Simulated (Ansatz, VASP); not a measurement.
One calculation of BiN, two programs

```
CELL_PARAMETERS angstrom
3.58126 0.00000 0.00000
-1.79063 3.10147 0.00000
0.00000 0.00000 3.31674
ATOMIC_POSITIONS crystal
Bi 0.00000 0.00000 0.00000
N 0.66667 0.33333 0.50000
```

Alike in both runs: functional PBE; k mesh 12 × 12 × 10; occupations gaussian, width 0.05 eV; no spin polarisation.

Ansatz relaxed the structure, and its values are those at the end. VASP's run is a single point on that final structure, the one shown.

|  | VASP | Ansatz |
| --- | --- | --- |
| version | VASP 6.6.1 | Ansatz 0.2.0 |
| potentials or method | VASP PAW PBE potentials, release 64 (Bi_d, N) | scalar-relativistic, plane waves, PAW |
| plane-wave cutoff (eV) | 520 | 420 |
| valence electrons in the cell | 20 | 20 |

|  | VASP | Ansatz | Ansatz less VASP |
| --- | --- | --- | --- |
| gap on the k mesh at the Fermi level (eV) | none | none | - |
| pressure (GPa) | -6.4 | -6.4 | +0.01 |

A gap of «none» marks a metal or a gap that the smearing closes. With one functional, cell and mesh, what is left measures potentials, basis and numerics.

Caveats: spin-orbit coupling is left out, which moves the levels of the heavy elements.
